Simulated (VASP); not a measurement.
The input files of a VASP run:

### POSCAR
```
TlCl
1
    3.9179831364     0.0000000000     0.0000000000
    0.0000000000     3.9179831364     0.0000000000
    0.0000000000     0.0000000000     3.9179831364
Tl Cl
1 1
Direct
  0.0000000000   0.0000000000   0.0000000000
  0.5000000000   0.5000000000   0.5000000000
```

KPOINTS:
```
kpoints
0
G
7 7 7
```

### INCAR
```
EDIFF  =  1E-7
LREAL  =  .False.   ! projection in real space or not
GGA  =  RE
LMAXMIX  =  4   ! l cut-off of mixed one-centre charges
ALGO  =  Normal
ISMEAR  =  0
SYSTEM  =  TlCl
SIGMA  =  0.05
ISIF  =  2   ! forces and stress, cell fixed
NELM  =  100   ! most electronic steps
LWAVE  =  .False.
ENCUT  =  520   ! plane-wave cut-off (eV)
LCHARG  =  .False.
LASPH  =  .True.   ! aspherical one-centre terms
PREC  =  Accurate
```

POTCAR, in this order: Tl_d Cl (PBE.64 set). Program: vasp_std.

Write an equivalent input for Ansatz.

One equivalent input (not run):
Ansatz 0.2 input:
```yaml
crystal:
  lattice:
    - [3.9179831, 0.0000000, 0.0000000]
    - [0.0000000, 3.9179831, 0.0000000]
    - [0.0000000, 0.0000000, 3.9179831]
  atoms:
    - { symbol: Tl, position: [0.0000000, 0.0000000, 0.0000000] }
    - { symbol: Cl, position: [0.5000000, 0.5000000, 0.5000000] }
kpoints:
  mp_grid: { grid: [7, 7, 7] }
hamiltonian:
  xc: revpbe
  pseudopotentials: { kind: paw }
scf:
  occupations: { method: gaussian, width: 0.05 }
  max_iter: 100
output: { forces: true, stress: true, eigenvalues: true }
```
What does not carry over: each code has its own PAW files, so the cut-off isn't converted (ENCUT is set for VASP's; basis.ecutwfc is left out, and Ansatz then takes the one that its files recommend); Ansatz stops its SCF on the density residual and VASP on the energy change (EDIFF).

The compound is TlCl in the CsCl type structure. This cell is one point of a volume scan, at 0.94 of the reference volume.
